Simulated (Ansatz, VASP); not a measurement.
# One calculation of CsC, two programs

```xyz
2
Lattice="4.1044 0.0000 0.0000 -2.0522 3.5545 0.0000 0.0000 0.0000 4.4096" Properties=species:S:1:pos:R:3 pbc="T T T"
Cs    0.0000    2.3697    2.6309
C     0.0000    0.0000    1.9021
```

Alike in both runs: task single point; functional PBE; k mesh 6 × 6 × 4; occupations gaussian, width 0.1 eV; no spin polarisation.

```csv
,VASP,Ansatz
version,VASP 6.6.1,Ansatz 0.2.0
potentials or method,"VASP PAW PBE potentials, release 64 (Cs_sv, C)","scalar-relativistic, plane waves, PAW"
plane-wave cutoff (eV),520,420
valence electrons in the cell,13,13
```

|  | VASP | Ansatz | Ansatz less VASP |
| --- | --- | --- | --- |
| gap on the k mesh at the Fermi level (eV) | none | none | - |
| pressure (GPa) | 5.1 | 4.6 | -0.52 |
| largest component of the traceless stress (GPa) | 4.69 | 4.24 | -0.445 |
| rms of the force components (eV/Å) | 0.238 | 0.214 | -0.0241 |

Atom by atom the forces differ by 0.024 eV/Å (rms over components). A gap of «none» marks a metal or a gap that the smearing closes. The functional is the same, so the differences come from potentials, cutoffs and numerics.

The runs have no spin-orbit coupling, so splittings on Cs are missing.
